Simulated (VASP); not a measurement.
Wanted: the native input for a VASP 6.6.1 run.

* Task: relaxation of cell and atoms
* Functional: PBE
* Potentials or basis: VASP PAW PBE potentials, release 64 (Ta_pv, Si, N)
* Cutoff: 520 eV
* k mesh: 4 × 4 × 4
* Occupations: gaussian, width 0.15 eV
* Spin: no spin polarisation
* Further INCAR settings: PREC = Normal; ALGO = Fast; EDIFF = 0.0001; IBRION = 2; EDIFFG = -0.08; NSW = 24; ISIF = 3

The structure of Ta2SiN2 lies in POSCAR:

```
Ta2SiN2
1.0
   -2.4815746700      2.4815746700      3.2267752300
    2.4815746700     -2.4815746700      3.2267752300
    2.4815746700      2.4815746700     -3.2267752300
Ta Si N
2 1 2
Direct
    0.7500000000      0.2500000000      0.5000000000
    0.2500000000      0.7500000000      0.5000000000
    0.5000000000      0.5000000000      0.0000000000
    0.5000000000      0.0000000000      0.5000000000
    0.0000000000      0.5000000000      0.5000000000
```

The cell was built by a generator and needn't be a form met in nature.

These files were run (other wordings do the same):

INCAR

```
ALGO = Fast ; EDIFF = 1E-4
EDIFFG = -0.08 ; ENCUT = 520
GGA = PE ; IBRION = 2
ISIF = 3 ; ISMEAR = 0
KPAR = 2 ; LASPH = T
LCHARG = F ; LREAL = F
LWAVE = F ; NELM = 60
NSW = 24 ; PREC = Normal
SIGMA = 0.15
```

KPOINTS

```
k-points
0
Gamma
  4 4 4
```

Potentials or basis: VASP PAW PBE potentials, release 64 (Ta_pv, Si, N).

The run is started by

```sh
$ cat potpaw_PBE.64/Ta_pv/POTCAR potpaw_PBE.64/Si/POTCAR potpaw_PBE.64/N/POTCAR > POTCAR
$ mpirun -np 2 vasp_std > vasp.out
```

Results of the run:

```yaml
Relaxed_volume: 13.12 Å³/atom
Relaxed_cell: a = 4.975 Å, b = 4.975 Å, c = 4.975 Å, α = 132.53°, β = 132.53°, γ = 69.39°
Space_group_after_relaxing_to_0.05_Å: I4/mmm (No. 139)
Energy_gained_by_relaxing: 2903.3 meV/atom
Ionic_steps: 17
Pressure_after_relaxing: 0.1 GPa
Band_gap_on_the_k_mesh: none (metal or under the smearing width)
```

Caveat: the k mesh is coarse (spacing up to 0.45 Å⁻¹), so the values aren't converged; the volume moved by over 15 % at a fixed basis, so the end points are rough.

Wall time 3.3 min on 2 MPI ranks on Intel(R) Xeon(R) Platinum 8259CL CPU @ 2.50GHz (Skylake/Cascade Lake) (shared host), peak memory 0.18 GiB a rank.
